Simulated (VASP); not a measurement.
# Ge (Fd-3m) in VASP: further runs, part 2 of 2

VASP 6.6.1. The steps go on from the part before.

## (3) Single point, HSE06 (a relaxed cell with its volume scaled by 0.97)

Contents of POSCAR:

```
Ge                                      
1.0
    0.0000000000      2.8111247904      2.8111247904
    2.8111247904      0.0000000000      2.8111247904
    2.8111247904      2.8111247904      0.0000000000
  Ge            
     2
Direct
     0.0000000000000000    0.0000000000000000    0.0000000000000000
     0.2500000000000000    0.2500000000000000    0.2500000000000000
```

Contents of INCAR.step1:

```
  PREC = Accurate
  ENCUT = 520
  EDIFF = 1E-5
  ISMEAR = 0
  SIGMA = 0.02
  LREAL = False
  LASPH = True
  NELM = 80
  ALGO = Normal
  ISIF = 2
  LWAVE = True
  KPAR = 4
  GGA = PE
```

Contents of INCAR.step2:

```
  PREC = Accurate
  ENCUT = 520
  EDIFF = 1E-7
  ISMEAR = 0
  SIGMA = 0.02
  LREAL = False
  LASPH = True
  NELM = 80
  ALGO = Normal
  ISIF = 2
  LWAVE = False
  LCHARG = False
  GGA = PE
  LHFCALC = True
  HFSCREEN = 0.2
  PRECFOCK = Fast
  KPAR = 4
  ISTART = 1
```

Contents of KPOINTS:

```
Automatic mesh
0
Gamma
  6 6 6
```

Potentials or basis: VASP PAW PBE potentials, release 64 (Ge_d).

On the command line:

```
$ cat potpaw_PBE.64/Ge_d/POTCAR > POTCAR
$ cp INCAR.step1 INCAR
$ mpirun -np 4 vasp_std > vasp.out
$ cp INCAR.step2 INCAR
$ mpirun -np 4 vasp_std > vasp.out
```

OUTCAR:

```text
PREC = Accurate
   ENCUT = 520
   EDIFF = 1E-7
   ISMEAR = 0
   LREAL = False
   LASPH = True
   NELM = 80
   ISIF = 2
   GGA = PE
   LHFCALC = True
   HFSCREEN = 0.2
   PRECFOCK = Fast
   ISTART = 1

 ion  position               nearest neighbor table
   1  0.000  0.000  0.000-   2 2.43   2 2.43   2 2.43   2 2.43
   2  0.250  0.250  0.250-   1 2.43   1 2.43   1 2.43   1 2.43

  LATTYP: Found a face centered cubic cell.
 ALAT       =     5.6222495808

  Lattice vectors:

 A1 = (   0.0000000000,   2.8111247904,   2.8111247904)
 A2 = (   2.8111247904,   0.0000000000,   2.8111247904)
 A3 = (   2.8111247904,   2.8111247904,   0.0000000000)

Analysis of symmetry for initial positions (statically):
=====================================================================
 Subroutine PRICEL returns:
 Original cell was already a primitive cell.

 Routine SETGRP: Setting up the symmetry group for a
 face centered cubic supercell.

 Subroutine GETGRP returns: Found 48 space group operations
[... 163 lines left out ...]
  ---------------------------------------------------
  free energy    TOTEN  =       -10.67473273 eV

  energy without entropy =      -10.67473273  energy(sigma->0) =      -10.67473273

 E-fermi :   4.9578     XC(G=0):  -8.2871

 val. band max:        4.8580874500   @ k =   0.0000   0.0000   0.0000
 cond. band min:       5.7578884121   @ k =   0.5000   0.0000   0.0000
 fundamental gap:      0.8998009621
 Fermi energy:         4.9577549357

 k-point     1 :       0.0000    0.0000    0.0000
  band No.  band energies     occupation
      1     -23.1289      2.00000
      2     -23.1289      2.00000
      3     -23.1289      2.00000
      4     -23.0901      2.00000
      5     -23.0901      2.00000
      6     -22.8718      2.00000
[... 313 lines left out ...]
      5     -22.9729      2.00000
      6     -22.9729      2.00000
[... 10 lines left out ...]
     17      12.4936      0.00000
     18      12.4936      0.00000

------------------------ aborting loop because EDIFF is reached ----------------------------------------

  FORCE on cell =-STRESS in cart. coord.  units (eV):
  Direction    XX          YY          ZZ          XY          YZ          ZX
  --------------------------------------------------------------------------------------
  -------------------------------------------------------------------------------------
  Total        0.6783977      0.6783977      0.6783977      0.0000000     -0.0000000     -0.0000000
  in kB       24.4638375     24.4638375     24.4638375      0.0000000     -0.0000000     -0.0000000
  external PRESSURE =      24.4638375 kB  Pullay stress =       0.0000000 kB

 VOLUME and BASIS-vectors are now :
 -----------------------------------------------------------------------------
  energy-cutoff  :      520.00
  volume of cell :       44.43
      direct lattice vectors                 reciprocal lattice vectors
     0.000000000  2.811124790  2.811124790    -0.177864747  0.177864747  0.177864747
     2.811124790  0.000000000  2.811124790     0.177864747 -0.177864747  0.177864747
     2.811124790  2.811124790  0.000000000     0.177864747  0.177864747 -0.177864747

 POSITION                                       TOTAL-FORCE (eV/Angst)
 -----------------------------------------------------------------------------------
      0.00000      0.00000      0.00000         0.000000      0.000000      0.000000
      1.40556      1.40556      1.40556        -0.000000     -0.000000     -0.000000
 -----------------------------------------------------------------------------------
    total drift:                                0.000000     -0.000000     -0.000000

  FREE ENERGIE OF THE ION-ELECTRON SYSTEM (eV)
  ---------------------------------------------------
  free  energy   TOTEN  =       -10.6747327287 eV

  energy  without entropy=      -10.6747327287  energy(sigma->0) =      -10.67473273
```

OUTCAR.step1:

```text
PREC = Accurate
   ENCUT = 520
   EDIFF = 1E-5
   ISMEAR = 0
   LREAL = False
[... 551 lines left out ...]
      0.00000      0.00000      0.00000        -0.000000     -0.000000     -0.000000
      1.40556      1.40556      1.40556         0.000000      0.000000      0.000000
 -----------------------------------------------------------------------------------
    total drift:                                0.000000      0.000000      0.000000

  FREE ENERGIE OF THE ION-ELECTRON SYSTEM (eV)
  ---------------------------------------------------
  free  energy   TOTEN  =        -8.9424065908 eV

  energy  without entropy=       -8.9424065908  energy(sigma->0) =       -8.94240659
```

Wall time 6.9 min (4 MPI ranks of Intel Xeon 6975P-C (Granite Rapids), shared host); peak memory 0.26 GiB.

Results:

```
Free energy            : -10.6747 eV
Pressure               : 2.4 GPa
Band gap on the k mesh : 0.90 eV, indirect (least direct gap 1.10 eV)
```

Caveat: the PAW data sets were made with another functional, which shifts forces and pressure a little.

## (4) Single point, HSE06 (a relaxed cell with its volume scaled by 1.03)

Contents of POSCAR:

```
Ge                                      
1.0
    0.0000000000      2.8679304950      2.8679304950
    2.8679304950      0.0000000000      2.8679304950
    2.8679304950      2.8679304950      0.0000000000
  Ge            
     2
Direct
     0.0000000000000000    0.0000000000000000    0.0000000000000000
     0.2500000000000000    0.2500000000000000    0.2500000000000000
```

INCAR.step1 is that of step 3.

INCAR.step2 is that of step 3.

KPOINTS is that of step 3.

On the command line:

```
$ cat potpaw_PBE.64/Ge_d/POTCAR > POTCAR
$ cp INCAR.step1 INCAR
$ mpirun -np 4 vasp_std > vasp.out
$ cp INCAR.step2 INCAR
$ mpirun -np 4 vasp_std > vasp.out
```

Run time: 7.6 min. Hardware: 4 MPI ranks of Intel Xeon 6975P-C (Granite Rapids), shared host; peak memory 0.26 GiB.

Results (log left out):

| Quantity | Value |
| --- | --- |
| Free energy | -10.6773 eV |
| Pressure | -2.0 GPa |
| Band gap on the k mesh | 0.47 eV, direct |

Levels at points of the mesh, in eV from the valence-band top:
```tsv
k point	band 12	band 13	band 14	band 15	band 16	band 17
(0.00, 0.00, 0.00)	0.00	0.00	0.00	0.47	3.21	3.21
(0.50, 0.00, 0.00)	-8.11	-1.46	-1.46	0.68	4.44	4.44
(0.50, 0.50, 0.00)	-9.56	-3.21	-3.21	1.33	1.33	10.46
```

Caveat: the PAW data sets were made with another functional, which shifts forces and pressure a little.

## (5) Single point, HSE06 (a relaxed cell with its volume scaled by 0.94)

Contents of POSCAR:

```
Ge                                      
1.0
    0.0000000000      2.7818401109      2.7818401109
    2.7818401109      0.0000000000      2.7818401109
    2.7818401109      2.7818401109      0.0000000000
  Ge            
     2
Direct
     0.0000000000000000    0.0000000000000000    0.0000000000000000
     0.2500000000000000    0.2500000000000000    0.2500000000000000
```

INCAR.step1 is that of step 4.

INCAR.step2 is that of step 4.

KPOINTS is that of step 4.

On the command line:

```
$ cat potpaw_PBE.64/Ge_d/POTCAR > POTCAR
$ cp INCAR.step1 INCAR
$ mpirun -np 4 vasp_std > vasp.out
$ cp INCAR.step2 INCAR
$ mpirun -np 4 vasp_std > vasp.out
```

Wall time 7.2 min (4 MPI ranks of Intel Xeon 6975P-C (Granite Rapids), shared host); peak memory 0.27 GiB.

Results (log left out):

```
Free energy            : -10.6414 eV
Pressure               : 5.3 GPa
Band gap on the k mesh : 1.02 eV, indirect (least direct gap 1.43 eV)
```

Levels at points of the mesh, in eV from the valence-band top:
| k point | band 11 | band 12 | band 13 | band 14 | band 15 | band 16 | band 17 | band 18 |
| --- | --- | --- | --- | --- | --- | --- | --- | --- |
| (0.00, 0.00, 0.00) | -14.48 | 0.00 | 0.00 | 0.00 | 1.43 | 3.26 | 3.26 | 3.26 |
| (0.50, 0.00, 0.00) | -12.01 | -8.58 | -1.61 | -1.61 | 1.02 | 4.50 | 4.50 | 7.96 |
| (0.50, 0.50, 0.00) | -9.93 | -9.93 | -3.56 | -3.56 | 1.22 | 1.22 | 11.28 | 11.28 |

Caveat: the PAW data sets were made with another functional, which shifts forces and pressure a little. A k mesh can miss the band edges.

## (6) Overview

```tsv
cell	gap on the mesh (eV)	pressure (GPa)
as given	0.78	0.0
a relaxed cell with its volume scaled by 0.97	0.90	2.4
a relaxed cell with its volume scaled by 1.03	0.47	-2.0
a relaxed cell with its volume scaled by 0.94	1.02	5.3
```

Alike in all rows: task single point; level HSE06; potentials or basis VASP PAW PBE potentials, release 64 (Ge_d); no spin polarisation; k mesh 6 × 6 × 6; cutoff (eV) 520; smearing gaussian 0.02 eV.

Caveats: the PAW data sets were made with another functional, which shifts forces and pressure a little.

Total energies depend on the potentials used, so only differences within one code and one set of settings carry meaning.

## (7) Against experiment

Step 2. Against the measured gap of Ge, 0.666 eV (indirect; 293 K; “Electronic and optical properties of SixGe1-x-ySny alloys lattice-matched to Ge”, 2021, arxiv:2109.02782), the calculated 0.78 eV is off by +0.11 eV. 3 values of this kind are on record (0.666 to 0.807 eV); this one was drawn at random among those near their median. Spin-orbit coupling on Ge is left out. The value is that of HSE06 on a finite k mesh, which can miss the band edges, without temperature or zero-point motion.
